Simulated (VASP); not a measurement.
Computed with PBEsol GGA, VASP's PBE PAW potentials (set 64) (plane waves; VASP 6.6.1).

Input for VASP

INCAR:
```
! general
SYSTEM  =  BN
PREC    =  Accurate
ENCUT   =  400
LREAL   =  F
LASPH   =  T

! electronic loop
EDIFF   =  1E-6
NELM    =  100
ALGO    =  Normal

! smearing
ISMEAR  =  -1
SIGMA   =  0.01

! functional
GGA     =  PS

! ions
ISIF    =  2

! output
LWAVE   =  F
LCHARG  =  F
```

POSCAR:
```
BN
1
    0.0000000000     1.8443730000     1.8443730000
    1.8443730000     0.0000000000     1.8443730000
    1.8443730000     1.8443730000     0.0000000000
B N
1 1
Direct
  0.0000000000   0.0000000000   0.0000000000
  0.2500000000   0.2500000000   0.2500000000
```

KPOINTS:
```
Automatic mesh
0
Gamma
12 12 12
0 0 0
```

POTCAR, in this order: B N (PBE.64 set). Program: vasp_std.

Output of the run:

**OSZICAR**
```
       N       E                     dE             d eps       ncg     rms          rms(c)
DAV:   1    -0.839458281510E-01   -0.83946E-01   -0.46018E+03  1256   0.806E+02
DAV:   2    -0.190331014725E+02   -0.18949E+02   -0.18267E+02  1640   0.127E+02
DAV:   3    -0.191322024327E+02   -0.99101E-01   -0.99101E-01  1304   0.119E+01
DAV:   4    -0.191322825861E+02   -0.80153E-04   -0.80153E-04  1544   0.303E-01
DAV:   5    -0.191322826272E+02   -0.41174E-07   -0.41173E-07  1256   0.541E-03    0.622E+00
DAV:   6    -0.183730622507E+02    0.75922E+00   -0.31301E+00  1264   0.120E+01    0.315E+00
DAV:   7    -0.183059920492E+02    0.67070E-01   -0.68253E-02  1496   0.249E+00    0.185E+00
DAV:   8    -0.182869739277E+02    0.19018E-01   -0.37386E-02  1264   0.158E+00    0.144E-01
DAV:   9    -0.182869537048E+02    0.20223E-04   -0.49475E-04  1184   0.205E-01    0.693E-02
DAV:  10    -0.182869770648E+02   -0.23360E-04   -0.75822E-05  1640   0.852E-02    0.129E-02
DAV:  11    -0.182869790606E+02   -0.19958E-05   -0.55045E-06  1360   0.190E-02    0.682E-03
DAV:  12    -0.182869789927E+02    0.67933E-07   -0.14653E-06   576   0.869E-03
   1 F= -.18286979E+02 E0= -.18286979E+02  d E =-.150968E-11
```

OUTCAR:
```
------------------------ aborting loop because EDIFF is reached ----------------------------------------
  FORCE on cell =-STRESS in cart. coord.  units (eV):
  Direction    XX          YY          ZZ          XY          YZ          ZX
  --------------------------------------------------------------------------------------
  Total       -2.2556258     -2.2556258     -2.2556258      0.0000000      0.0000000      0.0000000
  in kB     -288.0058911   -288.0058911   -288.0058911      0.0000000      0.0000000      0.0000000
  external PRESSURE =    -288.0058911 kB  Pullay stress =       0.0000000 kB
  volume of cell :       12.55
      direct lattice vectors                 reciprocal lattice vectors
     0.000000000  1.844373000  1.844373000    -0.271094838  0.271094838  0.271094838
     1.844373000  0.000000000  1.844373000     0.271094838 -0.271094838  0.271094838
     1.844373000  1.844373000  0.000000000     0.271094838  0.271094838 -0.271094838
  FREE ENERGIE OF THE ION-ELECTRON SYSTEM (eV)
  ---------------------------------------------------
  free  energy   TOTEN  =       -18.2869789927 eV

  energy  without entropy=      -18.2869789927  energy(sigma->0) =      -18.28697899
```
(Selected blocks of OUTCAR.)

File OUTCAR:
```
 val. band max:        6.6305764714   @ k =   0.0000   0.0000   0.0000

 cond. band min:      10.8473825016   @ k =   0.5000   0.5000   0.0000


 Fermi energy:         6.8305293293

 k-point     1 :       0.0000    0.0000    0.0000
  band No.  band energies     occupation
      1     -12.9479      2.00000
      2       6.6306      2.00000
      3       6.6306      2.00000
      4       6.6306      2.00000
      5      15.1155      0.00000
      6      15.1155      0.00000
      7      15.1155      0.00000
      8      15.9363      0.00000

 k-point     2 :       0.0833    0.0000    0.0000
  band No.  band energies     occupation
      1     -12.7855      2.00000
      2       5.7635      2.00000
      3       6.4739      2.00000
      4       6.4739      2.00000
      5      15.2057      0.00000
      6      15.3766      0.00000
      7      15.3766      0.00000
      8      16.6005      0.00000

 k-point     3 :       0.1667    0.0000    0.0000
  band No.  band energies     occupation
      1     -12.3071      2.00000
      2       3.7282      2.00000
      3       6.0554      2.00000
      4       6.0555      2.00000
      5      15.3754      0.00000
      6      15.9779      0.00000
      7      15.9779      0.00000
      8      18.0066      0.00000

 k-point     4 :       0.2500    0.0000    0.0000
  band No.  band energies     occupation
      1     -11.5353      2.00000
      2       1.3576      2.00000
      3       5.5781      2.00000
      4       5.5781      2.00000
      5      15.5830      0.00000
      6      16.5604      0.00000
      7      16.5604      0.00000
      8      19.3778      0.00000

 k-point     5 :       0.3333    0.0000    0.0000
  band No.  band energies     occupation
      1     -10.5356      2.00000
      2      -0.9343      2.00000
      3       5.1624      2.00000
      4       5.1624      2.00000
      5      15.7758      0.00000
      6      16.8664      0.00000
      7      16.8664      0.00000
...
```

At this cut-off the stress carries a Pulay error, which pulls relaxed volumes low.

The structure is a typed BN crystal. The cell was not relaxed at this level. The run is one of a series of settings (GGA = PS, POTCAR B N (PBE.64 set) against the base run), some of them coarse on purpose.
